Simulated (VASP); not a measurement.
Here is the system:

```
CELL_PARAMETERS angstrom
      0.00000     3.40741     3.40741
      3.40741     0.00000     3.40741
      3.40741     3.40741     0.00000
ATOMIC_POSITIONS crystal
  Sr 0.00000 0.00000 0.00000
  Cl 0.25000 0.25000 0.25000
  Cl 0.75000 0.75000 0.75000
```

Computed with LDA (Ceperley-Alder, Perdew-Zunger), VASP's LDA PAW potentials (set 64) (plane waves; VASP). Numerical set-up: 520 eV cut-off, 6×6×6 Γ-centred mesh, Gaussian smearing of 0.050 eV, potentials Sr_sv Cl.

Q: What does the run give for the energy per atom (σ→0), band gap (on the k-mesh) with the smallest direct gap where there is one?

A: 
```
Property                                     Result
-----------------------------------  --------------
band gap (on the k-mesh)                    5.10 eV
smallest direct gap (on the k-mesh)         5.10 eV
energy per atom (σ→0)                -4.693 eV/atom
```

Total energies compare only between runs with the same potentials, cut-off and functional.

The compound is SrCl2 in the fluorite structure. It was relaxed first, which changed the volume by -7 %.
